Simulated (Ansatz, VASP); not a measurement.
# LiMgF3 in two plane-wave programs, part 2 of 2

One calculation is typed for both programs; each brings its own data sets. How far apart do they land? The cell is generated by rule, not measured, and may not be a known phase. The two relaxations start from unlike cells of this crystal (the structure described is Ansatz's start), so only their ends are compared.

VASP 6.6.1 and Ansatz 0.2.0.

So far: Set-up; VASP: relaxation of cell and atoms, PBEsol.

The structure was built from a prototype and need not be the compound's stable phase.

### 3. Ansatz: relaxation of cell and atoms, PBEsol

Level of this step: Ansatz beside VASP: Kohn-Sham DFT, plane waves, PBEsol (Ansatz).

Ansatz runs on its default PAW (the set named soft_2) files.

Its own start cell and the same functional and mesh now go to Ansatz, which takes its cutoff from its data sets.

The input, input.yaml:

```yaml
crystal:
  lattice:
    - [-3.5809645263, 0.0, 0.0]
    - [0.0, -3.5809645263, -3.5809645263]
    - [0.0, -3.5809645263, 3.5809645263]
  atoms:
    - { symbol: Mg, position: [1.0, 1.0, 0.0] }
    - { symbol: Mg, position: [1.0, 0.5, 0.5] }
    - { symbol: Li, position: [0.5, 0.0, 0.5] }
    - { symbol: Li, position: [0.5, 0.5, 0.0] }
    - { symbol: F, position: [0.0, 0.0, 0.5] }
    - { symbol: F, position: [0.0, 0.5, 0.0] }
    - { symbol: F, position: [0.5, 0.8337763116, 0.8337763116] }
    - { symbol: F, position: [0.5, 0.1662236884, 0.1662236884] }
    - { symbol: F, position: [0.5, 0.6662236884, 0.3337763116] }
    - { symbol: F, position: [0.5, 0.3337763116, 0.6662236884] }
kpoints:
  mp_grid: { grid: [6, 4, 4] }
hamiltonian:
  xc: pbesol
scf:
  occupations: { method: fixed }
output:
  forces: true
  stress: true
  eigenvalues: true
relax:
  adjacent_minimum: "off"
  f_tol: 0.002
  max_steps: 120
  cell: { stress_tol: 0.03 }
```

Started as:

```console
> ansatz run input.yaml --threads 4 --pin off --max-ram 7168MiB --backend cpu --events-out ev --progress --plain --runs-dir out
```

Numbers of over 12 decimals in the logs are rounded to 6 here.

What it wrote:

```text
Engine: ansatz 0.2.0, aarch64-unknown-linux-gnu
Pseudopotentials: kind: paw
Pseudopotential: Mg, paw, valence charge 10, recommended cutoff 420 eV (normal), Mg.paw.azcp
Pseudopotential: Li, paw, valence charge 3, recommended cutoff 420 eV (normal), Li.paw.azcp
Pseudopotential: F, paw, valence charge 7, recommended cutoff 420 eV (normal), F.paw.azcp
Functional definition: PBEsol
  exchange = pbesol_x
  correlation = pbesol_c
Crystal: 10 atoms, lattice volume = 91.840 Å³
Basis set: ecut = 420 eV, 1783 PW (Γ), exchange–correlation on 48×72×72 points (8 copies of the dense FFT grid, shifted against one another)
Bands: 44, of which v1, the nominal top of the filled ones, is band 34 counted from 1 (33 counted from 0)
Symmetry: 16 space group operations
Space group: P4/mbm (ITA 127), of the structure as read, at distance tolerance 4.5e-5 Å
k-points: 24 of 96
Non-local potential: Mg, projectors of the file, l = 0: 3, l = 1: 2, l = 2: 1
Non-local potential: Li, projectors of the file, l = 0: 3, l = 1: 2, l = 2: 1
Non-local potential: F, projectors of the file, l = 0: 2, l = 1: 2, l = 2: 1
PAW form: soft (Blöchl's): semilocal exchange-correlation on the pseudo side does not see the compensation charge
PAW frozen core: Mg, regenerated for the run's functional, and the local potential with it (the file was generated under x = pbe(κ = 0.804, μ = 0.219515), c = pbe(β = 0.066725))
PAW frozen core: F, regenerated for the run's functional, and the local potential with it (the file was generated under x = pbe(κ = 0.804, μ = 0.219515), c = pbe(β = 0.066725))
PAW one-centre angular grid: Mg, 110 points (default); XC on 64 Gauss nodes
PAW one-centre angular grid: Li, 110 points (default); XC on 64 Gauss nodes
PAW one-centre angular grid: F, 110 points (default); XC on 64 Gauss nodes
Initial density: superposition of atomic densities (neutral atoms: chi_scale 0, normalization atom), corrected by the library's trained network
Initial wavefunctions: pseudopotential atomic-orbital guess
Functional: x = pbesol(κ = 0.804, μ = 0.123457), c = pbesol(β = 0.046)
SCF iter   1: F=—  HF=-9045.942170 eV  |F-HF|=—  |Δ(HF+E_count)|=         —  Δρ=1.60e-2  dr2=1.39e-1  ethr=1.77e-3  ⟨swp⟩=5.0  Hψ=3793  notcnv=0  defer=188
preconditioner: auto → Resta (q_TF=auto, 2.595 Å⁻¹)  ε∞=3.1  [insulator: Δε(μ)=4.721 eV  Ē_g=18.487 eV  n_scr=30 (ndim 8)  ℏωp=26.8 eV  f_vac=0.020  ε∞_Penn≈3.1]
SCF iter   2: F=—  HF=-9045.898217 eV  |F-HF|=—  |Δ(HF+E_count)|=   4.40e-2  Δρ=2.33e-3  dr2=1.61e-3  ethr=2.05e-4  ⟨swp⟩=2.0  Hψ=1726  notcnv=0  defer=190
SCF iter   3: F=—  HF=-9045.898247 eV  |F-HF|=—  |Δ(HF+E_count)|=   3.06e-5  Δρ=1.08e-3  dr2=5.80e-4  ethr=2.37e-6  ⟨swp⟩=2.0  Hψ=1603  notcnv=0  defer=192
SCF iter   4: F=—  HF=-9045.898464 eV  |F-HF|=—  |Δ(HF+E_count)|=   2.17e-4  Δρ=5.39e-4  dr2=1.54e-4  ethr=8.54e-7  ⟨swp⟩=2.9  Hψ=1547  notcnv=0  defer=192
SCF iter   5: F=—  HF=-9045.898486 eV  |F-HF|=—  |Δ(HF+E_count)|=   2.20e-5  Δρ=1.56e-4  dr2=1.58e-5  ethr=2.27e-7  ⟨swp⟩=2.1  Hψ=1592  notcnv=0  defer=133
SCF iter   6: F=—  HF=-9045.898958 eV  |F-HF|=—  |Δ(HF+E_count)|=   4.72e-4  Δρ=2.81e-5  dr2=7.05e-7  ethr=2.33e-8  ⟨swp⟩=2.0  Hψ=1691  notcnv=0  defer=129
SCF iter   7: F=-9045.898959 eV  HF=-9045.898959 eV  |F-HF|=7.60e-9  |Δ(HF+E_count)|=   6.19e-7  Δρ=8.29e-6  dr2=5.40e-8  ethr=1.47e-10  ⟨swp⟩=11.8  Hψ=5929  notcnv=0
SCF 1 converged in 7 iterations: F = -9045.898959 eV  dr2 = 5.40e-8
  greatest PAW one-centre occupation: 1.000 electrons in one spin orbital (limit 2), on the Li atom at site 3 (counted from 0), in its partial waves of l = 0
relax step   1: F+E_penalty+E_count = -9045.89895856 eV  Δ(F+E_penalty+E_count) = +0.000e0 eV  max|allowed force component| = 2.999e-1 eV/Å  Δτ_max = 0.0000 Å  P = -0.153 GPa  Ω = 91.840 Å³  (7 SCF iters, dr2 threshold 1.00e-7 eV, accepted)
[...]
relax step  13: F+E_penalty+E_count = -9046.07799937 eV  Δ(F+E_penalty+E_count) = +6.868e-4 eV  max|allowed force component| = 4.095e-4 eV/Å  Δτ_max = 0.0009 Å  P = +0.005 GPa  Ω = 95.839 Å³  energy of the carried Pulay correction = -7.768e-4 eV  (5 SCF iters, dr2 threshold 2.90e-8 eV, accepted)
[...]
relax step  14: F+E_penalty+E_count = -9046.07862742 eV  Δ(F+E_penalty+E_count) = -6.280e-4 eV  max|allowed force component| = 3.893e-4 eV/Å  Δτ_max = 0.0000 Å  P = +0.008 GPa  Ω = 95.839 Å³  stress off target by 1.88e-2 GPa  SCF on the basis re-selected at this cell (its energy is not comparable with the rows above)  (7 SCF iters)
basis re-selected at this cell: Δ(F+E_penalty+E_count) = -6.280e-4 eV, ΔP = +0.003 GPa vs the last step (what re-selecting the basis moved, of the pressure what is left beyond the Pulay correction that the steps carried, after the strain that the cell walked since its last selection, with what the two solves' SCF thresholds leave and, on support functions, any second-order correction that the steps lacked; it is no m [...]
SCF converged after 7 iterations
Free energy (F): -9046.078627 eV
Harris-Foulkes:  -9046.078627 eV  (|F-HF|=1.82e-12)
Internal energy: -9046.078627 eV  (E = F + TS)
E sigma→0 (E₀):  -9046.078627 eV
Fermi energy:    2.764538 eV
--- Per-component energies (eV) ---
  E_band       = -1027.021050
  E_kinetic    = 1443.933615
  E_local      = -6279.174086  (includes V_loc(G=0)·N_el)
  E_nonlocal   = 568.806406
  E_hartree    = 2216.202685
  E_xc         = -554.926131
  E_vxc        = -716.543197  (∫ρ·V_xc dr)
  E_paw        = -1766.416438  (= ΣΔE_a)
  E_vpaw       = -476.461772  (= ΣTr[D̂ρ^β])
  E_aug_tail   = 0.012648  (compensation charges beyond the density's cutoff)
  E_ewald      = -4674.889706
  E_core_change = 0.372380  (= ΣΔE_core)
  E_smearing   = -0.000000  (= −TS)
  E_closure    = -0.000000  (closes the sum)
  Σ components = -9046.078627   (vs F -9046.078627, Δ=0.00e0)
--- Forces (eV/Å), atoms counted from 1 ---
  atom   1  Mg     0.00000000     0.00000000     0.00000000
  atom   2  Mg     0.00000000     0.00000000    -0.00000000
  atom   3  Li    -0.00000000     0.00000000     0.00000000
  atom   4  Li    -0.00000000     0.00000000     0.00000000
  atom   5  F      0.00000000    -0.00000000     0.00000000
  atom   6  F      0.00000000    -0.00000000     0.00000000
  atom   7  F      0.00000000     0.00038928     0.00000000
  atom   8  F     -0.00000000    -0.00038928    -0.00000000
  atom   9  F     -0.00000000    -0.00000000    -0.00038928
  atom  10  F     -0.00000000     0.00000000     0.00038928
  max |Σ_I F_I| component: 3.25e-19 eV/Å
--- Stress (GPa, compression-positive) ---
       -0.014097       0.000000       0.000000
        0.000000       0.018826       0.000000
        0.000000       0.000000       0.018826
  P = ⅓ Tr σ = 0.0079 GPa (0.079 kbar)
--- Band table (eV; the first three rows and the last of 24) ---
  k-point 0: bands = [... 30 lower, 2.4671, 2.4671, 2.6880, 2.6880, 7.9646, 11.9968, 13.1554, 13.1554, ... 6 higher]
  k-point 1: bands = [... 30 lower, 2.3229, 2.4581, 2.5094, 2.6203, 8.5568, 11.3394, 13.2877, 13.4466, ... 6 higher]
  k-point 2: bands = [... 30 lower, 2.3616, 2.3616, 2.5404, 2.5404, 9.9083, 9.9083, 13.6297, 13.6297, ... 6 higher]
  k-point 23: bands = [... 30 lower, 2.4496, 2.4496, 2.4917, 2.4917, 12.3904, 12.3904, 12.5907, 12.5907, ... 6 higher]
--- Relaxed structure (11 steps of the walk, 10 accepted, 3 SCFs on fresh bases) ---
  F+E_penalty+E_count = -9046.07862742 eV   max|allowed force component| = 3.893e-4 eV/Å   (the final SCF, on the basis selected at the relaxed cell)
  cell:  # Å, volume = 95.8393 Å³
    - [-3.428832, 0, 0]
    - [0, -3.738382, -3.738382]
    - [0, -3.738382, 3.738382]
  atoms:
    - { symbol: Mg, position: [1.0, 1.000000, 0.0] }
    - { symbol: Mg, position: [1.0, 0.500000, 0.500000] }
    - { symbol: Li, position: [0.5, 0.0, 0.500000] }
    - { symbol: Li, position: [0.5, 0.500000, 0.0] }
    - { symbol: F, position: [0, 0.0, 0.500000] }
    - { symbol: F, position: [0, 0.500000, 0.0] }
    - { symbol: F, position: [0.5, 0.842282, 0.842282] }
    - { symbol: F, position: [0.5, 0.157718, 0.157718] }
    - { symbol: F, position: [0.5, 0.657718, 0.342282] }
    - { symbol: F, position: [0.5, 0.342282, 0.657718] }
```

In the SCF lines HF is the Harris–Foulkes energy and dr2 the Hartree energy of the density residual, in eV; the loop may stop once dr2 is under the threshold and the program's other checks hold. Hψ counts applications of the Hamiltonian.

### 4. Comparison

Known differences besides the potentials themselves: fixed occupations in Ansatz, narrow Gaussian smearing in VASP; the data sets hold 68 valence electrons in Ansatz (on its default PAW (the set named soft_2) files) and 52 in VASP; the cutoff is 420 eV in Ansatz and 750 eV in VASP; Ansatz makes its cores anew for this functional, VASP keeps those of its PBE data sets; Ansatz adds a Pulay correction to the stress that steers its cell, VASP none. Total energies have different zeros and are not compared.

The two programs side by side:

```
                                         quantity  Ansatz   VASP  difference
                                      volume (Å³)   95.84  94.94     +0.95 %
edge a after relaxation, in the typed setting (Å)   3.429  3.432     -0.10 %
edge b after relaxation, in the typed setting (Å)   5.287  5.259     +0.52 %
```

### 5. Summary of results

| Quantity | Value |
| --- | --- |
| difference in volume (relaxation of cell and atoms, PBEsol) | 0.95 % |

**Reading.** The difference in volume is 0.95 % (relaxation of cell and atoms, PBEsol), within the 1.2 % picked in this series as the mark of a large difference, as far as the stopping tolerances let one tell. The data sets hold unlike numbers of valence electrons (68 in Ansatz and 52 in VASP), so part of the differences may come from the potentials. 1 further pair of this series is not shown here. How closely two codes agree says nothing of how well the functional describes the real material.

[Lines on the potential files, build, host, timing and source positions are cut from VASP's logs without a mark.]

[Logs are printed without paths, hosts, clocks, repeated set-up lines and the standing remarks that a program may print on its own settings, such as how far it seeks lower states.]

[Hosts, paths, dates, database ids (printed as entryN), source tags and the programs' standing remarks are cut or masked in the printed files.]
